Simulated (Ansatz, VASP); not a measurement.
# Cu3Rh2 (Rh-Cu-Cu-Cu-Rh stack, (111) layers): VASP beside Ansatz, part 3 of 3

Wanted: the spread between two codes on one cell, functional and k mesh. The cell is taken from a series of runs on this material, whose earlier steps may have relaxed, scaled, displaced or heated it; both programs get it as it stands.

VASP 6.6.1 and Ansatz 0.2.0.

So far: Starting point; Ansatz: zone-centre phonons, PBE; VASP: zone-centre phonons, PBE.

**3. VASP: zone-centre phonons, PBE (continued)**

Level of this step: PBE; plane waves and PAW (Rh_pv, Cu) (VASP).

Numbers of over 12 decimals in the logs are rounded to 6 here.

Parts of OUTCAR (step 3):

```text
ion  position               nearest neighbor table
   1  1.000  0.000  0.134-   3 2.63   3 2.63   3 2.63
   2  0.333  0.667  0.343-   5 2.63   5 2.63   5 2.63
   3  0.333  0.667  0.188-   4 2.56   4 2.56   4 2.56   1 2.63   1 2.63   1 2.63
   4  0.667  0.333  0.239-   5 2.56   3 2.56   3 2.56   5 2.56   3 2.56   5 2.56
   5  1.000  0.000  0.290-   4 2.56   4 2.56   4 2.56   2 2.63   2 2.63   2 2.63

  LATTYP: Found a hexagonal cell.
 ALAT       =     2.6025823916
 C/A-ratio  =    15.5514298559

 Subroutine GETGRP returns: Found 12 space group operations
 (whereof  6 operations were pure point group operations)

The static configuration has the point symmetry C_3v.
 The point group associated with its full space group is D_3d.

 Found     10 irreducible k-points:

   k-points           NKPTS =     10   k-points in BZ     NKDIM =     10   number of bands    NBANDS=     39

   dimension x,y,z NGX =    24 NGY =   24 NGZ =  324
   dimension x,y,z NGXF=    48 NGYF=   48 NGZF=  648

   ENCUT  =  600.0 eV  44.10 Ry    6.64 a.u.   5.20  5.20 80.84*2*pi/ulx,y,z

   NELECT =      63.0000    total number of electrons

 k-points in reciprocal lattice and weights: Automatic mesh
   0.00000000  0.00000000  0.00000000       0.016
   0.12500000  0.00000000  0.00000000       0.094
   0.25000000  0.00000000  0.00000000       0.094
   0.37500000  0.00000000  0.00000000       0.094
   0.50000000  0.00000000  0.00000000       0.047
   0.12500000  0.12500000  0.00000000       0.094
   0.25000000  0.12500000  0.00000000       0.188
   0.37500000  0.12500000  0.00000000       0.188
   0.25000000  0.25000000  0.00000000       0.094
   0.37500000  0.25000000  0.00000000       0.094

 average (electrostatic) potential at core
       1 -83.5075       2 -83.5074       3 -72.5053       4 -72.7203       5 -72.5052

  Total        0.3927158      0.3927158     -0.1673915      0.0000000      0.0000000     -0.0000000
  in kB        2.6501748      2.6501748     -1.1296127      0.0000000      0.0000000     -0.0000000
  external PRESSURE =       1.3902456 kB  Pullay stress =       0.0000000 kB

  energy-cutoff  :      600.00
  volume of cell :      237.42
      direct lattice vectors                 reciprocal lattice vectors
     2.602582392  0.000000000  0.000000000     0.384233753  0.221837461  0.000000000
    -1.301291196  2.253902467  0.000000000     0.000000000  0.443674922  0.000000000
     0.000000000  0.000000000 40.473877507     0.000000000  0.000000000  0.024707294

 POSITION                                       TOTAL-FORCE (eV/Angst)
 -----------------------------------------------------------------------------------
      2.60258      0.00000      5.43442         0.000000     -0.000000      0.028142
     -0.00000      1.50260     13.90252        -0.000000      0.000000     -0.028142
     -0.00000      1.50260      7.59782        -0.000000      0.000000     -0.026791
      1.30129      0.75130      9.66847        -0.000000      0.000000     -0.000000
      2.60258      0.00000     11.73912        -0.000000      0.000000      0.026791
 -----------------------------------------------------------------------------------
    total drift:                                0.000000      0.000000      0.000004

 Eigenvectors and eigenvalues of the dynamical matrix
 ----------------------------------------------------

   1 f  =    7.250172 THz    45.554173 2PiTHz  241.839698 cm-1    29.984288 meV
             X         Y         Z           dx          dy          dz
      2.602582  0.000000  5.434425     0.000000    0.000000   -0.201044
     -0.000000  1.502602 13.902515    -0.000000    0.000000   -0.201044
     -0.000000  1.502602  7.597820     0.000000   -0.000000    0.542445
      1.301291  0.751301  9.668470    -0.000000    0.000000   -0.575039
      2.602582  0.000000 11.739120     0.000000    0.000000    0.542445

   2 f  =    6.543816 THz    41.116007 2PiTHz  218.278198 cm-1    27.063035 meV
             X         Y         Z           dx          dy          dz
      2.602582  0.000000  5.434425     0.000000    0.000000   -0.334498
     -0.000000  1.502602 13.902515    -0.000000   -0.000000    0.334498
     -0.000000  1.502602  7.597820     0.000000   -0.000000    0.622986
      1.301291  0.751301  9.668470    -0.000000    0.000000   -0.000000
      2.602582  0.000000 11.739120     0.000000    0.000000   -0.622986

   3 f  =    4.583429 THz    28.798535 2PiTHz  152.886742 cm-1    18.955532 meV
             X         Y         Z           dx          dy          dz
      2.602582  0.000000  5.434425     0.000000    0.000000   -0.447580
     -0.000000  1.502602 13.902515     0.000000   -0.000000   -0.447580
     -0.000000  1.502602  7.597820    -0.000000   -0.000000    0.212335
      1.301291  0.751301  9.668470     0.000000    0.000000    0.713563
      2.602582  0.000000 11.739120    -0.000000    0.000000    0.212335

   4 f  =    3.403941 THz    21.387589 2PiTHz  113.543235 cm-1    14.077561 meV
             X         Y         Z           dx          dy          dz
      2.602582  0.000000  5.434425     0.000001    0.136576    0.000000
     -0.000000  1.502602 13.902515     0.000001    0.136576   -0.000000
     -0.000000  1.502602  7.597820    -0.000002   -0.507160    0.000000
      1.301291  0.751301  9.668470     0.000003    0.669530    0.000000
      2.602582  0.000000 11.739120    -0.000002   -0.507160   -0.000000

   5 f  =    3.403941 THz    21.387589 2PiTHz  113.543235 cm-1    14.077561 meV
             X         Y         Z           dx          dy          dz
      2.602582  0.000000  5.434425     0.136576   -0.000001   -0.000000
     -0.000000  1.502602 13.902515     0.136576   -0.000001   -0.000000
     -0.000000  1.502602  7.597820    -0.507160    0.000002    0.000000
      1.301291  0.751301  9.668470     0.669530   -0.000003   -0.000000
      2.602582  0.000000 11.739120    -0.507160    0.000002   -0.000000

   6 f  =    2.796853 THz    17.573148 2PiTHz   93.292985 cm-1    11.566851 meV
             X         Y         Z           dx          dy          dz
      2.602582  0.000000  5.434425    -0.000006    0.284808   -0.000000
     -0.000000  1.502602 13.902515     0.000006   -0.284808    0.000000
     -0.000000  1.502602  7.597820     0.000014   -0.647213   -0.000000
      1.301291  0.751301  9.668470     0.000000   -0.000000   -0.000000
      2.602582  0.000000 11.739120    -0.000014    0.647213    0.000000

   7 f  =    2.796853 THz    17.573148 2PiTHz   93.292985 cm-1    11.566851 meV
             X         Y         Z           dx          dy          dz
      2.602582  0.000000  5.434425    -0.284808   -0.000006   -0.000000
     -0.000000  1.502602 13.902515     0.284808    0.000006   -0.000000
     -0.000000  1.502602  7.597820     0.647213    0.000014    0.000000
      1.301291  0.751301  9.668470     0.000000    0.000000   -0.000000
      2.602582  0.000000 11.739120    -0.647213   -0.000014   -0.000000

   8 f  =    2.116880 THz    13.300748 2PiTHz   70.611510 cm-1     8.754708 meV
             X         Y         Z           dx          dy          dz
      2.602582  0.000000  5.434425    -0.000000   -0.000000   -0.622986
     -0.000000  1.502602 13.902515     0.000000    0.000000    0.622986
     -0.000000  1.502602  7.597820     0.000000    0.000000   -0.334498
      1.301291  0.751301  9.668470     0.000000    0.000000    0.000000
      2.602582  0.000000 11.739120    -0.000000   -0.000000    0.334498

   9 f  =    1.837356 THz    11.544447 2PiTHz   61.287591 cm-1     7.598689 meV
             X         Y         Z           dx          dy          dz
      2.602582  0.000000  5.434425    -0.000001   -0.467697    0.000000
     -0.000000  1.502602 13.902515    -0.000001   -0.467697   -0.000000
     -0.000000  1.502602  7.597820     0.000001    0.289096    0.000000
      1.301291  0.751301  9.668470     0.000001    0.628782    0.000000
      2.602582  0.000000 11.739120     0.000001    0.289096    0.000000

  10 f  =    1.837356 THz    11.544447 2PiTHz   61.287591 cm-1     7.598689 meV
             X         Y         Z           dx          dy          dz
      2.602582  0.000000  5.434425     0.467697   -0.000001   -0.000000
     -0.000000  1.502602 13.902515     0.467697   -0.000001    0.000000
     -0.000000  1.502602  7.597820    -0.289096    0.000001   -0.000000
      1.301291  0.751301  9.668470    -0.628782    0.000001   -0.000000
      2.602582  0.000000 11.739120    -0.289096    0.000001   -0.000000

  11 f  =    0.903546 THz     5.677149 2PiTHz   30.139059 cm-1     3.736765 meV
             X         Y         Z           dx          dy          dz
      2.602582  0.000000  5.434425    -0.000006    0.647213   -0.000000
     -0.000000  1.502602 13.902515     0.000006   -0.647213    0.000000
     -0.000000  1.502602  7.597820    -0.000003    0.284808   -0.000000
      1.301291  0.751301  9.668470     0.000000    0.000000    0.000000
      2.602582  0.000000 11.739120     0.000003   -0.284808    0.000000

  12 f  =    0.903546 THz     5.677149 2PiTHz   30.139059 cm-1     3.736765 meV
             X         Y         Z           dx          dy          dz
      2.602582  0.000000  5.434425     0.647213    0.000006   -0.000000
     -0.000000  1.502602 13.902515    -0.647213   -0.000006   -0.000000
     -0.000000  1.502602  7.597820     0.284808    0.000003   -0.000000
      1.301291  0.751301  9.668470    -0.000000    0.000000   -0.000000
      2.602582  0.000000 11.739120    -0.284808   -0.000003   -0.000000

  13 f/i=    0.005558 THz     0.034921 2PiTHz    0.185390 cm-1     0.022985 meV
             X         Y         Z           dx          dy          dz
      2.602582  0.000000  5.434425     0.000000    0.000000    0.509170
     -0.000000  1.502602 13.902515     0.000000    0.000000    0.509170
     -0.000000  1.502602  7.597820     0.000000    0.000000    0.400833
      1.301291  0.751301  9.668470     0.000000    0.000000    0.400197
      2.602582  0.000000 11.739120     0.000000    0.000000    0.400833

  14 f/i=    0.012823 THz     0.080569 2PiTHz    0.427727 cm-1     0.053031 meV
             X         Y         Z           dx          dy          dz
      2.602582  0.000000  5.434425     0.511913    0.023499   -0.000000
     -0.000000  1.502602 13.902515     0.511913    0.023499   -0.000000
     -0.000000  1.502602  7.597820     0.398594    0.018297   -0.000000
      1.301291  0.751301  9.668470     0.395011    0.018133   -0.000000
      2.602582  0.000000 11.739120     0.398594    0.018297   -0.000000

  15 f/i=    0.012823 THz     0.080569 2PiTHz    0.427727 cm-1     0.053031 meV
             X         Y         Z           dx          dy          dz
      2.602582  0.000000  5.434425    -0.023499    0.511913   -0.000000
     -0.000000  1.502602 13.902515    -0.023499    0.511913   -0.000000
     -0.000000  1.502602  7.597820    -0.018297    0.398594   -0.000000
      1.301291  0.751301  9.668470    -0.018133    0.395011   -0.000000
      2.602582  0.000000 11.739120    -0.018297    0.398594   -0.000000

 ELASTIC MODULI CONTR FROM IONIC RELAXATION (kBar)
 Direction    XX          YY          ZZ          XY          YZ          ZX
 --------------------------------------------------------------------------------
 XX        -118.3411    -57.5036   -233.9969     -0.0000     70.7720     -0.0000
 YY         -57.5036   -118.3411   -233.9969     -0.0000    -70.7720     -0.0000
 ZZ        -233.9969   -233.9969   -622.7607     -0.0000      0.0000     -0.0000
 XY          -0.0000     -0.0000     -0.0000    -30.4187      0.0000     -9.0319
 YZ          70.7720    -70.7720      0.0000      0.0000   -167.4558     -0.0000
 ZX          -0.0000     -0.0000     -0.0000     -9.0319     -0.0000     -2.7436
 --------------------------------------------------------------------------------
```

This run has no spin polarisation. Its electron count is odd, so without a moment it is a metal by construction. Energies printed during the response cycles are not total energies of the cell.

**4. Comparison**

Known differences besides the potentials themselves: Ansatz cuts the interaction across the vacuum, VASP repeats the sheet without a dipole correction; VASP's run holds the zone centre alone; the data sets hold 91 valence electrons in Ansatz (on its PAW soft_1 files) and 63 in VASP; the cutoff is 420 eV in Ansatz and 600 eV in VASP. Total energies have different zeros and are not compared.

Compared:

```csv
quantity,Ansatz,VASP,difference
optical mode 1 to 2 (cm⁻¹),30.5,30.1,+0.4
optical mode 3 to 4 (cm⁻¹),60.9,61.3,-0.65 %
optical mode 5 (cm⁻¹),71.7,70.6,+1.51 %
optical mode 6 to 7 (cm⁻¹),93.3,93.3,+0.05 %
optical mode 8 to 9 (cm⁻¹),113.3,113.5,-0.17 %
optical mode 10 (cm⁻¹),152.9,152.9,+0.02 %
optical mode 11 (cm⁻¹),218.4,218.3,+0.05 %
optical mode 12 (cm⁻¹),241.8,241.8,+0.00 %
```

Modes are paired by rising frequency, not by their patterns, so a pair may set unlike modes beside each other; they are those without the splitting of longitudinal modes. Where the cell holds vacuum, a pressure given here is an average over it and none of the material.

**5. Results**

- r.m.s. difference of the optical zone-centre modes, each program's sorted by frequency (zone-centre phonons, PBE): 0.39 cm⁻¹
- difference in optical mode 5 (zone-centre phonons, PBE): +1.5 %

The r.m.s. difference of the optical zone-centre modes, each program's sorted by frequency is 0.39 cm⁻¹ (zone-centre phonons, PBE). The data sets hold unlike numbers of valence electrons (91 in Ansatz and 63 in VASP), so part of the differences may come from the potentials. Among the rows given in per cent, the largest difference of the zone-centre phonons, PBE pair is in optical mode 5, +1.5 %. How closely two codes agree says nothing of how well the functional describes the real material.

[Lines on the potential files, build, host, timing and source positions are cut from VASP's logs without a mark.]

[Logs are printed without paths, hosts, clocks, repeated set-up lines and the standing remarks that a program may print on its own settings, such as how far it seeks lower states.]

[Hosts, paths, dates, database ids (printed as entryN), source tags and the programs' standing remarks are cut or masked in the printed files.]
